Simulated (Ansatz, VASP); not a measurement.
# Cross-check of Mg3B44O69 between VASP and Ansatz

One calculation is typed for both programs; each brings its own data sets. How far apart do they land? The structure shown is frame 88 of Ansatz's trajectory.

Program: Ansatz 0.2.0. Level of theory: plane waves, with VASP 6.6.1 beside it; single point at RPBE. Results are calculated unless marked as measured.

### Step 1. The structure

The cell holds 116 atoms: 44 B, 3 Mg and 69 O. Cell: a = 10.817 Å, b = 10.817 Å, c = 10.817 Å, α = 90.0°, β = 90.0°, γ = 90.0°. As first built, before any earlier steps moved the atoms (in the runner's words): 116 atoms (44 B, 3 Mg, 69 O) placed at random at 1.99 g/cm^3, melted at 3000 K for 20 ps at fixed volume with the Buckingham and Coulomb pair potential of Guillot and Sator (Geochim. Cosmochim. Acta 71, 1249 (2007)) with the boron terms of Wang et al. (J. Non-Cryst. Solids 498, 294 (2018)). Quenched from 3000 K to 300 K at 50 K/ps and fixed volume, held 10 ps at zero pressure.

### Step 2. Ansatz: dynamics, RPBE

Ansatz runs on its default PAW (the set named soft_2) files.

One frame of this run of dynamics is then solved in both programs, so the motion causes no difference.

Contents of input.yaml:

```yaml
crystal:
  lattice:
    - [10.81665, 0.0, 0.0]
    - [0.0, 10.81665, 0.0]
    - [0.0, 0.0, 10.81665]
  atoms:
    - { symbol: B, position: [0.14031, 0.88504, 0.1954] }
    - { symbol: B, position: [0.04745, 0.0771, 0.85891] }
    - { symbol: B, position: [0.7669, 0.86985, 0.3054] }
    - { symbol: B, position: [0.54088, 0.38257, 0.48018] }
    - { symbol: B, position: [0.405, 0.93334, 0.21212] }
    - { symbol: B, position: [0.94107, 0.46714, 0.23946] }
    - { symbol: B, position: [0.35945, 0.15603, 0.62357] }
    - { symbol: B, position: [0.87436, 0.21003, 0.98622] }
    - { symbol: B, position: [0.68067, 0.11234, 0.39227] }
    - { symbol: B, position: [0.48093, 0.24665, 0.8721] }
    - { symbol: B, position: [0.66461, 0.72481, 0.04926] }
    - { symbol: B, position: [0.46803, 0.13741, 0.11569] }
    - { symbol: B, position: [0.27469, 0.8378, 0.98227] }
    - { symbol: B, position: [0.96875, 0.82316, 0.45614] }
    - { symbol: B, position: [0.7185, 0.51418, 0.14449] }
    - { symbol: B, position: [0.95937, 0.58032, 0.9006] }
    - { symbol: B, position: [0.73547, 0.97408, 0.60248] }
    - { symbol: B, position: [0.86342, 0.99783, 0.11756] }
    - { symbol: B, position: [0.57487, 0.87843, 0.89162] }
    - { symbol: B, position: [0.97037, 0.24896, 0.61946] }
    - { symbol: B, position: [0.94814, 0.62528, 0.58808] }
    - { symbol: B, position: [0.49636, 0.62096, 0.5336] }
    - { symbol: B, position: [0.73676, 0.49942, 0.81195] }
    - { symbol: B, position: [0.64458, 0.29916, 0.02272] }
    - { symbol: B, position: [0.02574, 0.99958, 0.63479] }
    - { symbol: B, position: [0.27342, 0.26681, 0.22451] }
    - { symbol: B, position: [0.07795, 0.11269, 0.27548] }
    - { symbol: B, position: [0.34033, 0.40406, 0.69614] }
    - { symbol: B, position: [0.19469, 0.71132, 0.36952] }
    - { symbol: B, position: [0.50459, 0.47287, 0.89357] }
[... 80 atom lines left out ...]
    - { symbol: O, position: [0.32684, 0.06358, 0.70603] }
    - { symbol: O, position: [0.62612, 0.32246, 0.55178] }
    - { symbol: O, position: [0.22728, 0.46212, 0.67741] }
    - { symbol: O, position: [0.9018, 0.36633, 0.31317] }
    - { symbol: O, position: [0.97523, 0.1595, 0.33675] }
    - { symbol: O, position: [0.55514, 0.10362, 0.35283] }
kpoints:
  mp_grid: { grid: [1, 1, 1] }
hamiltonian:
  xc: rpbe
scf:
  occupations: { method: fixed }
output:
  forces: true
md:
  timestep: 1.0
  n_steps: 264
  ensemble: nvt_nose_hoover
  temperature: 300
  initial_velocities: maxwell_boltzmann
  seed: 1047
```

Started as:

```console
$ ansatz run input.yaml --threads 4 --pin off --max-ram 8192MiB --backend cpu --events-out ev --progress --plain --runs-dir out
```

Numbers of over 12 decimals in the logs are rounded to 6 here.

The log of the run:

```text
Warning: md: disabling space-group detection — thermal motion breaks the input geometry's symmetry, so no spatial operation reduces the k-mesh or symmetrises the density; time reversal is kept, so that k and −k are solved as one point where they differ and the mesh holds both, and exact exchange and, on two spinor components, a DFT+U term hold to it where the run has them: on two components no moment then forms, and  [...]
Engine: ansatz 0.2.0, aarch64-unknown-linux-gnu
Pseudopotentials: kind: paw
Pseudopotential: B, paw, valence charge 3, recommended cutoff 420 eV (normal), B.paw.azcp
Pseudopotential: Mg, paw, valence charge 10, recommended cutoff 420 eV (normal), Mg.paw.azcp
Pseudopotential: O, paw, valence charge 6, recommended cutoff 420 eV (normal), O.paw.azcp
Functional definition: RPBE
  parameter kappa = 0.804
  parameter beta = 0.066725
  exchange = rpbe_x(kappa = kappa, mu = beta*pi^2/3)
  correlation = pbe_c(beta = beta)
Crystal: 116 atoms, lattice volume = 1265.547 Å³
Basis set: ecut = 420 eV, 24837 PW (Γ), exchange–correlation on 150×150×150 points (8 copies of the dense FFT grid, shifted against one another)
Bands: 404, of which v1, the nominal top of the filled ones, is band 288 counted from 1 (287 counted from 0)
Symmetry: 1 space group operations
k-points: 1
Non-local potential: B, projectors of the file, l = 0: 2, l = 1: 2, l = 2: 1
Non-local potential: Mg, projectors of the file, l = 0: 3, l = 1: 2, l = 2: 1
Non-local potential: O, projectors of the file, l = 0: 2, l = 1: 2, l = 2: 1
PAW form: soft (Blöchl's): semilocal exchange-correlation on the pseudo side does not see the compensation charge
PAW frozen core: B, regenerated for the run's functional, and the local potential with it (the file was generated under x = pbe(κ = 0.804, μ = 0.219515), c = pbe(β = 0.066725))
PAW frozen core: Mg, regenerated for the run's functional, and the local potential with it (the file was generated under x = pbe(κ = 0.804, μ = 0.219515), c = pbe(β = 0.066725))
PAW frozen core: O, regenerated for the run's functional, and the local potential with it (the file was generated under x = pbe(κ = 0.804, μ = 0.219515), c = pbe(β = 0.066725))
PAW one-centre angular grid: B, 110 points (default); XC on 64 Gauss nodes
PAW one-centre angular grid: Mg, 110 points (default); XC on 64 Gauss nodes
PAW one-centre angular grid: O, 110 points (default); XC on 64 Gauss nodes
Initial density: superposition of atomic densities (neutral atoms: chi_scale 0, normalization atom), corrected by the library's trained network
Initial wavefunctions: pseudopotential atomic-orbital guess
Functional: x = rpbe, c = pbe(β = 0.066725)
SCF iter   1: F=—  HF=-52048.417010 eV  |F-HF|=—  |Δ(HF+E_count)|=         —  Δρ=5.16e-3  dr2=3.25e-1  ethr=1.77e-3  ⟨swp⟩=6.0  Hψ=1273  notcnv=0  defer=113
preconditioner: auto → Resta (q_TF=auto, 2.393 Å⁻¹)  ε∞=3.1  [insulator: Δε(μ)=4.026 eV  Ē_g=17.118 eV  n_scr=256 (ndim 8)  ℏωp=24.5 eV  f_vac=0.152  ε∞_Penn≈3.1]
SCF iter   2: F=—  HF=-52048.400175 eV  |F-HF|=—  |Δ(HF+E_count)|=   1.68e-2  Δρ=2.70e-3  dr2=6.62e-2  ethr=5.64e-5  ⟨swp⟩=3.0  Hψ=693  notcnv=0  defer=114
SCF iter   3: F=—  HF=-52048.409822 eV  |F-HF|=—  |Δ(HF+E_count)|=   9.65e-3  Δρ=1.04e-3  dr2=1.71e-2  ethr=1.15e-5  ⟨swp⟩=3.0  Hψ=512  notcnv=0  defer=86
automatic band count: iteration 3 solves 376 bands in place of 404: the levels show a gap, and the empty bands left out lie too high to hold charge; the band table lists the bands solved (type scf.n_extra_bands for more)
SCF iter   4: F=—  HF=-52048.411275 eV  |F-HF|=—  |Δ(HF+E_count)|=   1.45e-3  Δρ=3.30e-4  dr2=1.40e-3  ethr=2.97e-6  ⟨swp⟩=3.0  Hψ=515  notcnv=0  defer=86
SCF iter   5: F=—  HF=-52048.411722 eV  |F-HF|=—  |Δ(HF+E_count)|=   4.47e-4  Δρ=2.04e-4  dr2=4.30e-4  ethr=2.44e-7  ⟨swp⟩=3.0  Hψ=516  notcnv=0  defer=86
SCF iter   6: F=—  HF=-52048.411772 eV  |F-HF|=—  |Δ(HF+E_count)|=   5.05e-5  Δρ=4.80e-5  dr2=2.37e-5  ethr=7.47e-8  ⟨swp⟩=3.0  Hψ=514  notcnv=0  defer=86
SCF iter   7: F=—  HF=-52048.409597 eV  |F-HF|=—  |Δ(HF+E_count)|=   2.18e-3  Δρ=2.46e-5  dr2=5.88e-6  ethr=4.12e-9  ⟨swp⟩=3.0  Hψ=671  notcnv=0  defer=86
SCF iter   8: F=—  HF=-52048.409598 eV  |F-HF|=—  |Δ(HF+E_count)|=   1.03e-6  Δρ=6.55e-6  dr2=4.70e-7  ethr=1.02e-9  ⟨swp⟩=3.0  Hψ=584  notcnv=0  defer=86
SCF iter   9: F=-52048.409599 eV  HF=-52048.409599 eV  |F-HF|=1.49e-8  |Δ(HF+E_count)|=   6.35e-7  Δρ=2.14e-6  dr2=4.99e-8  ethr=1.74e-11  ⟨swp⟩=5.0  Hψ=1244  notcnv=0
[...]
automatic band count: iteration 1 solves 376 bands in place of 404: the levels show a gap, and the empty bands left out lie too high to hold charge; the band table lists the bands solved (type scf.n_extra_bands for more)
preconditioner: auto → Resta (q_TF=auto, 2.393 Å⁻¹)  ε∞=3.3  [insulator: Δε(μ)=4.111 eV  Ē_g=16.240 eV  n_scr=256 (ndim 8)  ℏωp=24.5 eV  f_vac=0.167  ε∞_Penn≈3.3]
SCF iter   2: F=—  HF=-52056.517720 eV  |F-HF|=—  |Δ(HF+E_count)|=   1.18e-2  Δρ=1.06e-3  dr2=9.95e-3  ethr=8.20e-6  ⟨swp⟩=3.0  Hψ=505  notcnv=0  defer=86
SCF iter   3: F=—  HF=-52056.515834 eV  |F-HF|=—  |Δ(HF+E_count)|=   1.89e-3  Δρ=3.51e-4  dr2=1.12e-3  ethr=1.73e-6  ⟨swp⟩=3.0  Hψ=581  notcnv=0  defer=86
SCF iter   4: F=—  HF=-52056.515689 eV  |F-HF|=—  |Δ(HF+E_count)|=   1.45e-4  Δρ=9.86e-5  dr2=1.36e-4  ethr=1.95e-7  ⟨swp⟩=2.0  Hψ=525  notcnv=0  defer=86
SCF iter   5: F=—  HF=-52056.515700 eV  |F-HF|=—  |Δ(HF+E_count)|=   1.10e-5  Δρ=3.59e-5  dr2=1.71e-5  ethr=2.36e-8  ⟨swp⟩=3.0  Hψ=504  notcnv=0  defer=86
SCF iter   6: F=—  HF=-52056.513417 eV  |F-HF|=—  |Δ(HF+E_count)|=   2.28e-3  Δρ=1.99e-5  dr2=4.02e-6  ethr=2.96e-9  ⟨swp⟩=3.0  Hψ=665  notcnv=0  defer=86
SCF iter   7: F=—  HF=-52056.513417 eV  |F-HF|=—  |Δ(HF+E_count)|=   3.23e-7  Δρ=4.12e-6  dr2=1.77e-7  ethr=6.98e-10  ⟨swp⟩=3.0  Hψ=553  notcnv=0  defer=86
SCF iter   8: F=-52056.513417 eV  HF=-52056.513417 eV  |F-HF|=2.41e-8  |Δ(HF+E_count)|=   2.11e-7  Δρ=2.42e-6  dr2=5.65e-8  ethr=1.74e-11  ⟨swp⟩=5.0  Hψ=1233  notcnv=0
SCF 265 converged in 8 iterations: F = -52056.513417 eV  dr2 = 5.65e-8
md step   264: t =   264.00 fs  T =   340.0 K  F+E_penalty+E_count = -52056.51341738 eV  E_kin = 5.054073 eV  conserved = -52043.97323362 eV  (8 SCF iters)
SCF converged after 8 iterations
Free energy (F): -52056.513417 eV
Harris-Foulkes:  -52056.513417 eV  (|F-HF|=2.41e-8)
Internal energy: -52056.513417 eV  (E = F + TS)
E sigma→0 (E₀):  -52056.513417 eV
Fermi energy:    3.041973 eV
--- Per-component energies (eV) ---
  E_band       = -4127.963478
  E_kinetic    = 14581.914462
  E_local      = -43977.171222  (includes V_loc(G=0)·N_el)
  E_nonlocal   = 4053.068231
  E_hartree    = 16071.441168
  E_xc         = -6578.789116
  E_vxc        = -8238.666415  (∫ρ·V_xc dr)
  E_paw        = -15455.200694  (= ΣΔE_a)
  E_vpaw       = -2690.164069  (= ΣTr[D̂ρ^β])
  E_aug_tail   = 0.174724  (compensation charges beyond the density's cutoff)
  E_ewald      = -20749.966862
  E_core_change = -1.984109  (= ΣΔE_core)
  E_smearing   = -0.000000  (= −TS)
  E_closure    = 0.000000  (closes the sum)
  Σ components = -52056.513417   (vs F -52056.513417, Δ=0.00e0)
--- Forces (eV/Å), atoms counted from 1 ---
  atom   1  B      1.26596266     0.36578056    -1.31500051
  atom   2  B      0.25364734    -1.08582607    -0.73723171
  atom   3  B     -0.00419351    -0.67974240    -0.40625428
  atom   4  B      0.22444430    -1.09337642    -0.99336111
  atom   5  B     -0.07090587    -1.03253814    -1.94336502
  atom   6  B      0.04393567    -0.23536058     0.20933443
  atom   7  B      0.48782057    -2.06822010    -0.22943711
  atom   8  B      1.07546277    -0.55701397     0.87561932
  atom   9  B     -0.99343470     0.90006384     0.11776043
  atom  10  B     -1.45202702    -1.65430701    -0.03575356
  atom  11  B     -0.13562323     1.12623472     0.97535025
  atom  12  B     -0.60622138    -0.26411170     0.09143646
  atom  13  B     -0.95057162    -0.87690446     0.47255952
  atom  14  B      0.77149783     0.34905961    -0.39632666
  atom  15  B     -1.23152194    -0.45070459    -0.46132019
  atom  16  B      0.48884314     0.45412478    -0.23665046
  atom  17  B      1.44612694    -1.47032737     0.42277537
  atom  18  B      0.18209354     0.98588707     0.51290977
  atom  19  B      0.07284028    -0.06932081    -0.77724565
  atom  20  B     -0.74719263    -0.75673871     0.29903615
  atom  21  B     -0.13332121     0.96286286    -0.37801245
  atom  22  B     -1.41292493     0.28639674    -0.88135889
  atom  23  B     -1.66972622    -0.03145700    -0.17397176
  atom  24  B     -0.34059608    -0.59929238     2.19832166
[...]
atom 109  O      1.40288827     1.45575235    -0.90582899
  atom 110  O      0.13102898    -1.26278585    -0.92023531
  atom 111  O      0.42958810     0.28584225    -0.57459587
  atom 112  O      1.19990631    -0.42399405     0.27813082
  atom 113  O     -0.01491944     0.48031394    -0.30165063
  atom 114  O     -0.16825664     0.35225486    -0.47423901
  atom 115  O      0.77557930     0.23619711     0.22221427
  atom 116  O     -0.06162499    -1.07785418     0.29602481
  max |Σ_I F_I| component: 1.02e-4 eV/Å
--- MD trajectory: 264 steps, t = 0.0 → 264.0 fs ---
  final state: T = 340.0 K   F+E_penalty+E_count = -52056.51341738 eV   E_kin = 5.054073 eV
  conserved energy: peak-to-peak 2.611e-2 eV (2.251e-4 eV/atom) over 264.0 fs
```

Reading the cycles: dr2 is the Hartree energy of the density residual (eV), the measure of convergence; HF is the Harris–Foulkes estimate of the energy, which meets the free energy F at convergence.

### Step 3. VASP: single point, RPBE

The same cell, functional and mesh now go to VASP, with its own data sets.

Lines of VASP's logs that name or quote its potential files are left out, and so is its time.

Contents of INCAR:

```
SYSTEM = Mg3B44O69
PREC = Accurate
ENCUT = 520
EDIFF = 1E-06
NELM = 120
ISMEAR = 0
SIGMA = 0.01
LREAL = Auto
ALGO = Normal
GGA = RP
NBANDS = 368
LORBIT = 11
LWAVE = .FALSE.
LCHARG = .FALSE.
ISIF = 2
LASPH = .TRUE.
GGA_COMPAT = .FALSE.
EFERMI = MIDGAP
NCORE = 4
```

Contents of POSCAR:

```
Mg3B44O69
1.0
   10.8166500000      0.0000000000      0.0000000000
    0.0000000000     10.8166500000      0.0000000000
    0.0000000000      0.0000000000     10.8166500000
B Mg O
44 3 69
Direct
    0.1739910231      0.8754558944      0.1807953479
    0.0225578160      0.0925794955      0.8425714061
    0.7947192523      0.8654250623      0.2921699417
    0.5637235188      0.4372425843      0.4834121470
    0.4548265868      0.9511447629      0.2500034669
    0.9493604767      0.4435384338      0.2236459532
    0.3513657186      0.1475225694      0.6496743446
    0.8686515696      0.1986659456      0.9737950290
    0.7049687288      0.1283022008      0.4299482742
    0.4562410728      0.2254117495      0.9111785997
    0.6718623603      0.7019363666      0.0497381352
    0.4694059621      0.1470048490      0.1508137917
    0.2568262817      0.8217886314      0.9640692821
    0.9587071783      0.8378194728      0.4692210620
    0.7318162278      0.5033074011      0.1459971433
    0.9400415101      0.5725432551      0.9265530455
    0.7045064784      0.9762357107      0.6189439429
    0.8591939279      0.9726394031      0.0892420481
    0.5818899567      0.8532216537      0.9167625836
    0.9525037789      0.2447060781      0.6115294477
    0.9566640318      0.6345957390      0.5680316919
    0.5228328549      0.6557668040      0.5188759921
    0.7154895462      0.5099360708      0.8324481240
    0.6627930089      0.2753532748      0.0491926798
    0.9869552958      0.0129291416      0.6304539760
    0.2764164506      0.2743917941      0.2267892555
    0.0982836645      0.1000587058      0.2450573884
    0.3122408509      0.3946600842      0.7145095755
    0.2129957057      0.7086389964      0.3399388905
    0.4836802522      0.4561578677      0.8896654694
[... 80 atom lines left out ...]
    0.3266630611      0.0521141019      0.7262229988
    0.6836589887      0.4021300495      0.5306079054
    0.2146875419      0.4650608090      0.6753292378
    0.9235391734      0.3430082327      0.2970605502
    0.9866640781      0.1314362580      0.3063240467
    0.5788853296      0.1514239621      0.4120499415
```

Contents of KPOINTS:

```
Automatic mesh
0
Gamma
1 1 1
0 0 0
```

The projector-augmented-wave data sets are B, Mg and O (PBE family, release 64).

Started as:

```console
$ mpirun -np 16 vasp_gam
```

The log of the run:

```text
[banner, memory and clock lines left out]
running   16 mpi-ranks, on    1 nodes
[...]
|                                                                             |
|               ----> ADVICE to this user running VASP <----                  |
|                                                                             |
|     You enforced a specific xc type in the INCAR file but a different       |
|     [... a line on the potential file left out ...]
|     I HOPE YOU KNOW WHAT YOU ARE DOING!                                     |
|                                                                             |

 LDA part: xc-table for (Slater+PW92), standard interpolation
 POSCAR, INCAR and KPOINTS ok, starting setup
[...]
entering main loop
       N       E                     dE             d eps       ncg     rms          rms(c)
DAV:   1     0.498536421335E+04    0.49854E+04   -0.33804E+05   744   0.149E+03
DAV:   2    -0.550976073623E+03   -0.55363E+04   -0.53334E+04   896   0.385E+02
DAV:   3    -0.946305675252E+03   -0.39533E+03   -0.39151E+03   864   0.107E+02
DAV:   4    -0.953395890200E+03   -0.70902E+01   -0.70678E+01   872   0.154E+01
[...]
DAV:  17    -0.866262972631E+03    0.38158E-05   -0.83180E-05   784   0.257E-02    0.112E-02
DAV:  18    -0.866262970729E+03    0.19019E-05   -0.18099E-05   904   0.116E-02    0.603E-03
DAV:  19    -0.866262970006E+03    0.72362E-06   -0.58441E-06   784   0.524E-03
   1 F= -.86626297E+03 E0= -.86626297E+03  d E =0.000000E+00
```

Parts of OUTCAR (step 3):

```text
  FREE ENERGIE OF THE ION-ELECTRON SYSTEM (eV)
  ---------------------------------------------------
  free  energy   TOTEN  =      -866.2629700056 eV

  energy  without entropy=     -866.2629700056  energy(sigma->0) =     -866.26297001
```

The run ends at a pressure of 3.06 GPa, with forces up to 3.3 eV/Å.

### Step 4. Differences

Known differences besides the potentials themselves: fixed occupations in Ansatz, narrow Gaussian smearing in VASP; the data sets hold 576 valence electrons in Ansatz (on its default PAW (the set named soft_2) files) and 552 in VASP; the cutoff is 420 eV in Ansatz and 520 eV in VASP (PREC = Accurate, projectors in real space); Ansatz makes its cores anew for this functional, VASP keeps those of its PBE data sets. Total energies have different zeros and are not compared.

Forces on 10 of the 116 atoms, those with the largest forces and the largest differences (eV/Å; atoms numbered as in POSCAR):

```
atom         Ansatz x, y, z           VASP x, y, z
  B2  -1.072, 1.787, -0.328  -1.017, 1.705, -0.315
 B13  -0.251, 1.744, -1.940  -0.267, 1.809, -1.969
 B21   0.706, -1.820, 1.117   0.747, -1.907, 1.129
 B31   0.819, -2.429, 0.262   0.813, -2.436, 0.269
 B37   0.207, 1.889, -0.278   0.160, 1.968, -0.318
 O48  2.067, -1.887, -0.050  2.037, -1.919, -0.041
 O58  -1.022, 2.334, -0.983  -1.015, 2.338, -0.976
 O63    0.480, 2.393, 0.262    0.479, 2.400, 0.259
 O84  0.397, -0.741, -2.330  0.389, -0.765, -2.321
O112  -2.713, 0.365, -1.764  -2.735, 0.375, -1.750
```

The forces differ by 26 meV/Å r.m.s., which is 2.8 % of the r.m.s. force of 0.912 eV/Å (both taken over all components).

### Step 5. Summary of results

* r.m.s. force difference (single point, RPBE): 2.8 % of the r.m.s. force

In words: The r.m.s. force difference is 2.8 % of the r.m.s. force (single point, RPBE), within the 3 % picked in this series as the mark of a large difference. The data sets hold unlike numbers of valence electrons (576 in Ansatz and 552 in VASP), so part of the differences comes from the potentials. 2 further runs of this series are not shown here. Such differences can come from data sets, numerical settings and the points named under the comparisons, not from the functional's error against experiment.

[Lines on the potential files, build, host, timing and source positions are cut from VASP's logs without a mark.]

[Logs are printed without paths, hosts, clocks, repeated set-up lines and the standing remarks that a program may print on its own settings, such as how far it seeks lower states.]

[Hosts, paths, dates, database ids (printed as entryN), source tags and the programs' standing remarks are cut or masked in the printed files.]
